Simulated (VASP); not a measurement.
Given:

```
CELL_PARAMETERS angstrom
      0.00000     1.77833     1.77833
      1.77833     0.00000     1.77833
      1.77833     1.77833     0.00000
ATOMIC_POSITIONS crystal
  C  0.50000 0.50000 0.50000
  C  0.75000 0.75000 0.75000
```

These are PBEsol GGA, VASP's PBE PAW potentials (set 64) (plane waves; VASP 6.6.1) values and carry that method's errors. Numerical set-up: 520 eV cut-off, 16×16×16 Γ-centred mesh, Gaussian smearing of 0.010 eV, potentials C.

Question: Give the direction-averaged independent-particle dielectric function (no local fields, no excitons; a broadening of 0.1 eV leaves a tail below the gap, and fine structure carries the noise of the k-mesh).

Answer: 
```tsv
ħω (eV)	ε₁	ε₂
0.00	6.01	0.00
0.30	6.02	0.00
0.70	6.04	0.00
1.10	6.07	0.00
1.40	6.11	0.00
1.80	6.17	0.00
2.20	6.25	0.00
2.50	6.33	0.00
2.90	6.45	0.00
3.30	6.60	0.00
3.70	6.79	0.00
4.00	6.96	0.00
4.40	7.25	0.00
4.80	7.64	0.00
5.10	8.06	0.00
5.50	8.78	1.01
5.90	10.03	2.14
6.30	8.67	0.40
6.60	9.69	2.17
7.00	7.91	3.06
7.40	9.76	3.72
7.70	8.60	2.85
8.10	8.63	6.09
8.50	9.39	4.67
8.90	9.13	3.96
9.20	9.92	7.56
9.60	11.12	8.20
10.00	10.55	8.22
10.30	12.80	8.95
10.70	14.45	17.53
11.10	2.15	25.29
11.50	3.02	14.81
```
ε₂ peaks at 9.7 eV (height 8.8), 11.0 eV (height 32.8); ε₁(0) averages 6.01, so the electronic refractive index below the gap tends to √6.01 = 2.45.

The structure comes from a computed database's C entry (Fd-3m); how it stands against other phases isn't given here. It was relaxed first.
